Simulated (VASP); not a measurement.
These are PBE GGA, VASP's PBE PAW potentials (set 64) (plane waves; VASP) values and carry that method's errors.

The input files of a VASP run:

INCAR:
```
# general
SYSTEM   =  CuZn
PREC     =  Accurate
ENCUT    =  300
LREAL    =  Auto   # projection in real space or not
LASPH    =  T

# electronic loop
EDIFF    =  1E-6
NELM     =  100   # most electronic steps
ALGO     =  Normal   # blocked Davidson
LMAXMIX  =  4   # l cut-off of mixed one-centre charges

# smearing
ISMEAR   =  1   # Methfessel-Paxton
SIGMA    =  0.136   # width (eV)

# functional
GGA      =  PE

# ions
ISIF     =  2   # forces and stress, cell fixed

# output
LWAVE    =  F
LCHARG   =  F
```

**POSCAR**
```
CuZn
1
    5.8056000000     0.0000000000     0.0000000000
    0.0000000000     5.8056000000     0.0000000000
    0.0000000000     0.0000000000     5.8056000000
Zn Cu
8 8
Direct
  0.2500000000   0.2500000000   0.2500000000
  0.2500000000   0.2500000000   0.7500000000
  0.2500000000   0.7500000000   0.2500000000
  0.2500000000   0.7500000000   0.7500000000
  0.7500000000   0.2500000000   0.2500000000
  0.7500000000   0.2500000000   0.7500000000
  0.7500000000   0.7500000000   0.2500000000
  0.7500000000   0.7500000000   0.7500000000
  0.0000000000   0.0000000000   0.0000000000
  0.0000000000   0.0000000000   0.5000000000
  0.0000000000   0.5000000000   0.0000000000
  0.0000000000   0.5000000000   0.5000000000
  0.5000000000   0.0000000000   0.0000000000
  0.5000000000   0.0000000000   0.5000000000
  0.5000000000   0.5000000000   0.0000000000
  0.5000000000   0.5000000000   0.5000000000
```

KPOINTS:
```
Automatic
0
G
6 6 6
0 0 0
```

POTCAR, in this order: Zn Cu (PBE.64 set). Program: vasp_std.

At this cut-off the stress carries a Pulay error, which pulls relaxed volumes low. Gaps are read on the run's mesh, which can miss a band edge.

**Question.** What does the run give for the energy per atom (σ→0), pressure, band gap (on the k-mesh)?

**Answer.** 
- energy per atom (σ→0): -2.482 eV/atom
- band gap (on the k-mesh): none (metal, semimetal or under 0.01 eV)
- pressure: 7.39 GPa

**OSZICAR**
```
...
DAV:   9    -0.397083482494E+02    0.11515E+00   -0.28088E-01  5580   0.582E+00    0.496E-01
DAV:  10    -0.397074636564E+02    0.88459E-03   -0.22822E-02  4698   0.101E+00    0.187E-01
DAV:  11    -0.397072323196E+02    0.23134E-03   -0.39335E-03  5394   0.729E-01    0.483E-02
DAV:  12    -0.397072820285E+02   -0.49709E-04   -0.23510E-04  5702   0.130E-01    0.496E-02
DAV:  13    -0.397072511080E+02    0.30921E-04   -0.10838E-04  5982   0.155E-01    0.522E-03
DAV:  14    -0.397072521742E+02   -0.10661E-05   -0.19803E-05  4762   0.310E-02    0.579E-03
DAV:  15    -0.397072522975E+02   -0.12331E-06   -0.69240E-07  2484   0.111E-02
   1 F= -.39707252E+02 E0= -.39707781E+02  d E =0.158492E-02
```

The structure is a typed CuZn crystal. The cell was not relaxed at this level. The run is one of a series of settings (LREAL = Auto, KPOINTS 6×6×6 Γ-centred mesh against the base run), some of them coarse on purpose.
